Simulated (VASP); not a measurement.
Input:

```yaml
crystal:
  lattice:
    - [0.00000, 1.73574, 1.73574]
    - [1.73574, 0.00000, 1.73574]
    - [1.73574, 1.73574, 0.00000]
  atoms:
    - { symbol: Ni, position: [0.00000, 0.00000, 0.00000], spin: 0.8 }
```

Method: r2SCAN+rVV10, VASP's PBE PAW potentials (set 64) (plane waves; VASP). Settings: 520 eV cut-off, 20×20×20 Γ-centred mesh, tetrahedra with Blöchl corrections, potentials Ni.

### Question
Give the spin-up energies of bands 1 to 6 at the high-symmetry points, in eV from the Fermi level.

### Answer

| band | Γ | X | U | L | W |
|---|---|---|---|---|---|
| 1 | -9.72 | -5.32 | -4.62 | -5.52 | -4.38 |
| 2 | -3.05 | -4.93 | -4.37 | -2.98 | -3.70 |
| 3 | -3.05 | -0.97 | -2.67 | -2.98 | -3.70 |
| 4 | -3.05 | -0.97 | -1.52 | -1.06 | -1.76 |
| 5 | -1.69 | -0.94 | -1.24 | -1.06 | -0.97 |
| 6 | -1.69 | 2.48 | 5.91 | -0.51 | 8.06 |

### Question
Give the spin-down energies of bands 1 to 6 at the high-symmetry points, in eV from the Fermi level.

### Answer

```
band      Γ      X      U      L      W
----  -----  -----  -----  -----  -----
1     -9.98  -4.92  -4.09  -4.86  -3.92
2     -1.74  -3.92  -3.50  -2.07  -2.70
3     -1.74  -0.16  -1.65  -2.07  -2.70
4     -1.74   0.55  -0.79  -0.73  -1.05
5     -0.95   0.55   0.26   0.17   0.55
6     -0.95   2.22   6.16   0.17   8.29
```

It has no gap at this level: it comes out as a metal or semimetal.

The compound is Ni in the fcc structure. It was relaxed first.
